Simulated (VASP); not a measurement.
Write the native input for VASP 6.6.1 that does the following.

* Task: relaxation of cell and atoms
* Functional: LDA
* Potentials or basis: VASP PAW LDA potentials, release 64 (Ni, C)
* Cutoff: 600 eV
* k mesh: 11 × 11 × 11
* Occupations: gaussian, width 0.05 eV
* Spin: collinear spin, ferromagnetic start
* Starting moments: [1.0, 0.0] μB
* Further INCAR settings: ALGO = Normal; EDIFF = 1e-06; IBRION = 2; EDIFFG = -0.02; NSW = 60; ISIF = 3

The structure of NiC lies in POSCAR:

```
NiC
1.0
    0.0000000000      2.0340500000      2.0340500000
    2.0340500000      0.0000000000      2.0340500000
    2.0340500000      2.0340500000      0.0000000000
Ni C
1 1
Direct
    0.5000000000      0.5000000000      0.5000000000
    0.0000000000      0.0000000000      0.0000000000
```

The cell was built by a generator and needn't be a form met in nature.

The input as run:

INCAR

```
  PREC = Accurate
  ENCUT = 600
  EDIFF = 1E-6
  ISMEAR = 0
  SIGMA = 0.05
  LREAL = False
  LASPH = True
  NELM = 150
  ALGO = Normal
  ISIF = 3
  LWAVE = False
  LCHARG = False
  ISPIN = 2
  MAGMOM = 1 0
  LORBIT = 11
  LMAXMIX = 4
  GGA = CA
  IBRION = 2
  NSW = 60
  EDIFFG = -0.02
```

KPOINTS

```
regular mesh
0
Gamma
  11 11 11
```

Potentials or basis: VASP PAW LDA potentials, release 64 (Ni, C).

The run is started by

```console
$ cat potpaw_LDA.64/Ni/POTCAR potpaw_LDA.64/C/POTCAR > POTCAR
$ mpirun -np 1 vasp_std > vasp.out
```

It gave:

- Relaxed volume: 7.93 Å³/atom
- Relaxed cell: a = 2.820 Å, b = 2.820 Å, c = 2.820 Å, α = 60.00°, β = 60.00°, γ = 60.00°
- Space group after relaxing (to 0.05 Å): Fm-3m (No. 225)
- Energy gained by relaxing: 26.6 meV/atom
- Ionic steps: 3
- Pressure after relaxing: -0.3 GPa
- Band gap on the k mesh: none (metal or under the smearing width)
- Net moment: 0.00 μB per cell
- Valence electrons inside the program's atomic spheres: Ni 9.72; C 2.32

Wall time 96 s on 1 thread of AMD EPYC 7R43 64-Core Processor (Zen 3), on a shared host, peak memory 0.12 GiB.
